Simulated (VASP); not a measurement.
Input:

```yaml
crystal:
  lattice:
    - [0.00000, 2.97989, 2.97989]
    - [2.97989, 0.00000, 2.97989]
    - [2.97989, 2.97989, 0.00000]
  atoms:
    - { symbol: Pb, position: [0.00000, 0.00000, 0.00000] }
    - { symbol: S, position: [0.50000, 0.50000, 0.50000] }
```

All values below come from rev-vdW-DF2, VASP's PBE PAW potentials (set 64) (plane waves; VASP). Numerical set-up: 520 eV cut-off, Gaussian smearing of 0.050 eV, potentials Pb_d S.

Unless said otherwise, spin-orbit coupling is left out, though it shifts the bands of the heavy elements here.

Q: Give the energies of bands 7 to 13 at the high-symmetry points, in eV from the valence-band maximum.

A: 
```tsv
band	Γ	X	U	L	W
7	-6.09	-7.22	-7.96	-8.79	-7.93
8	-2.05	-5.04	-4.62	-1.66	-4.28
9	-2.05	-3.30	-2.81	-1.66	-4.28
10	-2.05	-3.30	-2.40	0.00	-0.95
11	5.12	3.96	3.33	0.39	2.18
12	5.12	5.51	4.10	1.98	4.67
13	5.12	5.59	5.02	1.98	4.67
```

The gap is direct, 0.39 eV, from the valence maximum at L to the conduction minimum at L.

Measured: gap 0.37 eV (computed value off by +0.02 eV), as given by Wikipedia, List of semiconductor materials.

The compound is PbS in the rock salt structure. It was relaxed first.
